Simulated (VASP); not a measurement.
C (space group Fd-3m): computed properties

Method: PBEsol GGA, VASP's PBE PAW potentials (set 64) (plane waves; VASP).

```
Item                                                                              Value
---------------------------------------------  ----------------------------------------
space group                                                                 Fd-3m (227)
cell                                           a = b = c = 3.5567 Å, α = β = γ = 90.00°
volume per atom                                                            5.62 Å³/atom
band gap (over mesh and band path)                                              4.03 eV
smallest direct gap (over mesh and band path)                                   5.56 eV
Hill bulk modulus                                                               449 GPa
Hill shear modulus                                                              527 GPa
Poisson's ratio                                                                   0.078
density                                                                      3.55 g/cm³
mean ε∞ (DFPT)                                                                     5.87
mean ε∞ (independent particles)                                                    6.01
C11                                                                            1070 GPa
C12                                                                             139 GPa
C44                                                                             573 GPa
```

Space group Fd-3m, origin choice 1 (No. 227); a = b = c = 3.5567 Å, α = β = γ = 90.00°

```csv
atom,site,symmetry,x,y,z
C,8a,-43m,0.0000,0.0000,0.0000
```
(The calculation used a cell of 2 atoms; values per cell refer to that cell.)

The structure comes from a computed database's C entry (Fd-3m); how it stands against other phases isn't given here. It was relaxed first. Symmetry was kept, so distortions that lower it aren't found.
